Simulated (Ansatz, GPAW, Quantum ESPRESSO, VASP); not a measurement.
## Code comparison for Ta2Co (I4/mcm, 6 atoms in the cell)

Self-consistent single point.

```
Ta2Co
1.0
   -3.04214     3.04214     2.48276
    3.04214    -3.04214     2.48276
    3.04214     3.04214    -2.48276
Ta Co
4 2
Cartesian
  4.02384   0.98170   0.00000
 -0.98170   2.06044   2.48276
  2.06044   0.98170   2.48276
  0.98170   2.06044   0.00000
  0.00000   0.00000   3.72414
  0.00000   0.00000   1.24138
```

Shared settings, as Ansatz (an electronic-structure program) writes them: kpoints.mp_grid.grid = 6 6 6; scf.occupations.method = fermi_dirac; scf.occupations.width = 0.1 eV. Potentials and cutoffs stand in the table.

```json
[
 {"code": "VASP", "model": "LDA (PZ), VASP's LDA PAW potentials (set 64)", "pressure (GPa)": "-9.58", "largest force (eV/Å)": "0.027", "cutoff": "300 eV"},
 {"code": "Quantum ESPRESSO", "model": "LDA (PZ), PSlibrary PAW (LDA) pseudopotentials", "pressure (GPa)": "-10.54", "largest force (eV/Å)": "0.034", "cutoff": "55 Ry"},
 {"code": "GPAW", "model": "LDA (Perdew-Wang 92), GPAW PAW datasets LDA (gpaw-data 1.0.1)", "pressure (GPa)": "-9.46", "largest force (eV/Å)": "0.021", "cutoff": "800 eV"},
 {"code": "Ansatz", "model": "LDA (PW92), default PAW files made with PBE", "pressure (GPa)": "-9.68", "largest force (eV/Å)": "0.031", "cutoff": "default"}
]
```

On Ansatz's run: spin-orbit coupling is off. Spin polarisation is off.

The spread over the programs that give each value: pressure within 1.08 GPa; largest force within 0.013 eV/Å.

Ansatz's pressure is given at a fixed set of plane waves, as the other plane-wave codes print theirs; with its correction for the finite basis it is -9.58 GPa. The same LDA comes in different parametrisations, which differ slightly.

VASP's run is marked for a possible Pulay error in its stress at this cutoff; no cutoff test was made.

The starting cell comes from a database of computed structures (which also holds hypothetical and non-ambient phases and stackings), without a prior relaxation at this level.

Left out of this page: CP2K, Elk, FLEUR and SIESTA (not drawn, or without a comparable value).

Keys are those of Ansatz 0.2.
